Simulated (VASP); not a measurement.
# TcSe2: single point with PBEsol+U

Crystal: TcSe2.

```
CELL_PARAMETERS angstrom
0.00000 3.14575 3.14575
3.14575 0.00000 3.14575
3.14575 3.14575 0.00000
ATOMIC_POSITIONS crystal
Tc 0.00000 0.00000 0.00000
Se 0.25000 0.25000 0.25000
Se 0.75000 0.75000 0.75000
```

The cell comes from a database or a generator and needn't be the stable form of this composition.

```json
{"Program": "VASP 6.6.1", "Task": "single point", "Functional": "PBEsol", "Potentials or basis": "VASP PAW PBE potentials, release 64 (Tc_pv, Se)", "Cutoff": "520 eV", "k mesh": "5 × 5 × 5", "Occupations": "gaussian, width 0.05 eV", "Spin": "collinear spin, zero start", "Starting moments": "[0.0, 0.0, 0.0] μB", "Hubbard terms": "Tc d U = 3 eV"}
```

```json
{
 "Pressure": "-13.5 GPa",
 "Band gap on the k mesh": "none (metal or under the smearing width)",
 "Net moment": "0.00 μB per cell",
 "Valence electrons inside the program's atomic spheres": "Tc 11.65; Se 3.72"
}
```

Levels at points of the mesh, in eV from the Fermi level:
Spin up:
```tsv
k point	band 9	band 10	band 11	band 12	band 13	band 14	band 15	band 16
(0.00, 0.00, 0.00)	-1.26	-1.26	0.02	0.02	0.02	3.31	3.31	3.31
```
Spin down:
| k point | band 9 | band 10 | band 11 | band 12 | band 13 | band 14 | band 15 | band 16 |
| --- | --- | --- | --- | --- | --- | --- | --- | --- |
| (0.00, 0.00, 0.00) | -1.26 | -1.26 | 0.02 | 0.02 | 0.02 | 3.31 | 3.31 | 3.31 |

Eigenvalues of the final occupation matrices:
| site | spin | trace | eigenvalues |
| --- | --- | --- | --- |
| site 1 d | 1 | 2.56 | 0.35 0.35 0.35 0.76 0.76 |
| site 1 d | 2 | 2.56 | 0.35 0.35 0.35 0.76 0.76 |

Wall time 100 s on 1 thread of AMD EPYC 7571, on a shared host, peak memory 0.2 GiB.

Caveat: the PAW data sets were made with another functional, which shifts forces and pressure a little.
